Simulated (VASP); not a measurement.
H17O8F, 26 atoms in the cell. The cell holds a amorphous, 26 atoms: a = 6.705 Å, b = 6.705 Å, c = 6.705 Å, α = 90.00°, β = 90.00°, γ = 90.00°. The cell was built by a generator and needn't be a form met in nature.

- Program: VASP 6.6.1
- Task: single point
- Functional: PBE
- Potentials or basis: VASP PAW PBE potentials, release 64 (O, H, F)
- Cutoff: 520 eV
- k mesh: 1 × 1 × 1
- Occupations: fermi-dirac, width 0.05 eV
- Spin: no spin polarisation
- Dipole correction: no
- Further INCAR settings: LREAL = Auto; ALGO = Fast; EDIFF = 1e-07; NBANDS = 55

Potentials or basis: VASP PAW PBE potentials, release 64 (O, H, F).

Command:

```console
$ cat potpaw_PBE.64/O/POTCAR potpaw_PBE.64/H/POTCAR potpaw_PBE.64/F/POTCAR > POTCAR
$ mpirun -np 1 vasp_gam > vasp.out
```

Hardware: 1 thread of Intel(R) Xeon(R) Platinum 8375C CPU @ 2.90GHz (Ice Lake), with other jobs on the host.

Estimate the wall time of this run.

It took 32 s on 1 thread of Intel(R) Xeon(R) Platinum 8375C CPU @ 2.90GHz (Ice Lake) (shared host), peak memory 0.32 GiB. Counts: scf iterations 18, k points 1.
